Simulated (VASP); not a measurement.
# AlH₂SF: harmonic vibrations of a molecule

AlH₂SF, molecule in box, 5 atoms in the cell. PBE, harmonic vibrations; PAW potentials F, Al, S, H (PBE set).

## Input

INCAR.step1:
```
SYSTEM = AlH2SF
PREC     = Accurate       ! precision mode
ENCUT    = 400            ! plane-wave cutoff, eV
EDIFF    = 1E-8           ! SCF threshold, eV
ISMEAR   = 0              ! smearing method
SIGMA    = 0.01           ! smearing width, eV
ISYM     = 0            
LREAL    = .FALSE.        ! projectors in reciprocal space
LASPH    = .TRUE.         ! aspherical terms in the spheres
NELM     = 100            ! most SCF steps
ALGO     = Normal         ! electronic algorithm
LWAVE    = .FALSE.        ! write WAVECAR
LCHARG   = .FALSE.        ! write CHGCAR
IBRION   = 2              ! ionic algorithm
NSW      = 60             ! ionic steps
ISIF     = 2              ! what is computed and relaxed
EDIFFG   = -0.002         ! ionic threshold
POTIM    = 0.5            ! step
```

INCAR.step2, as INCAR.step1 but for:
```
- IBRION = 2
- NSW = 60
- ISIF = 2
- EDIFFG = -0.002
- POTIM = 0.5
+ IBRION = 5
+ NFREE = 2
+ POTIM = 0.015
+ NSW = 1
```

KPOINTS:
```
k-points
0
Gamma
  1 1 1
```

POSCAR.step1:
```
AlH2SF
1.0
   12.0000000000      0.0000000000      0.0000000000
    0.0000000000     12.0000000000      0.0000000000
    0.0000000000      0.0000000000     11.0000000000
F Al S H
1 1 1 2
Direct
    0.3911583300      0.3895000000      0.5923045500
    0.4486250000      0.4917250000      0.5147863600
    0.6194583300      0.5327000000      0.5610318200
    0.3796916700      0.5533500000      0.4138772700
    0.6224750000      0.6140000000      0.4768863600
```

Commands (each step's output is kept before the next begins):
```
cat potpaw_PBE.64/F/POTCAR potpaw_PBE.64/Al/POTCAR potpaw_PBE.64/S/POTCAR potpaw_PBE.64/H/POTCAR > POTCAR
cp INCAR.step1 INCAR
cp POSCAR.step1 POSCAR
mpirun -np 4 vasp_gam > vasp.out
cp CONTCAR POSCAR
cp INCAR.step2 INCAR
mpirun -np 4 vasp_gam > vasp.out
```

## Result

- Vibrations (cm⁻¹; a negative value is imaginary): 2623, 1942, 817, 671, 612, 467, 451, 263, 179
- Zero-point energy (eV): 0.497
- Translations and rotations, which should read zero (cm⁻¹): -32, -9, -4, 4, 9, 19
- Vibrational entropy at 298 K (meV/K): 0.281
- Displaced cells: 30
- Ionic steps, all stages: 60
- Electronic steps, all stages: 916

VASP 6.6.1 took 1699 s on 4 cores (Intel Xeon Platinum 8375C @ 2.90GHz (Ice Lake)), a shared host.
